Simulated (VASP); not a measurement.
Data:

```
CELL_PARAMETERS angstrom
      1.87151    -3.24155     0.00000
      1.87151     3.24155     0.00000
      0.00000     0.00000     4.85528
ATOMIC_POSITIONS crystal
  Ni 0.00000 0.00000 0.50000
  Ni 0.00000 0.00000 0.00000
  Sb 0.33333 0.66667 0.25000
  Sb 0.66667 0.33333 0.75000
```

The numbers are results of LDA (Ceperley-Alder, Perdew-Zunger), VASP's LDA PAW potentials (set 64) (plane waves; VASP), not measurements. Settings: 500 eV cut-off, 9×9×6 Γ-centred mesh, first-order Methfessel-Paxton smearing of 0.10 eV, potentials Ni Sb.

Energy and stress use the plane-wave basis of the starting cell.

The ions, cell shape and volume at an external pressure of 30.0 GPa are relaxed. Give the cell that the relaxation ends in.

```
CELL_PARAMETERS angstrom
      1.84642    -3.19810     0.00000
      1.84642     3.19810     0.00000
      0.00000     0.00000     4.78975
ATOMIC_POSITIONS crystal
  Ni 0.00000 0.00000 0.50000
  Ni 0.00000 0.00000 0.00000
  Sb 0.33333 0.66667 0.25000
  Sb 0.66667 0.33333 0.75000
```
Space group P6_3/mmc (194), at a tolerance of 0.03 Å.

How do energy and volume change from the first to the last step?

The energy (σ→0) changes by +90.6 meV/atom and the volume by -4.0 %, in 5 ionic steps.

| step | E(σ→0) (eV) | max force (eV/Å) | pressure (GPa) | volume (Å³) |
|---|---|---|---|---|
| 1 | -23.7928 | 0.000 | 19.92 | 58.91 |
| 2 | -21.9599 | 0.000 | 63.13 | 51.36 |
| 3 | -23.4496 | 0.000 | 29.68 | 56.67 |
| 4 | -23.4389 | 0.000 | 29.88 | 56.61 |
| 5 | -23.4304 | 0.000 | 30.12 | 56.57 |

The compound is NiSb in the NiAs type structure. This run relaxes it under an external pressure of 30 GPa. Symmetry was kept, so distortions that lower it aren't found. The run is not spin-polarised, so no magnetic state was tried.
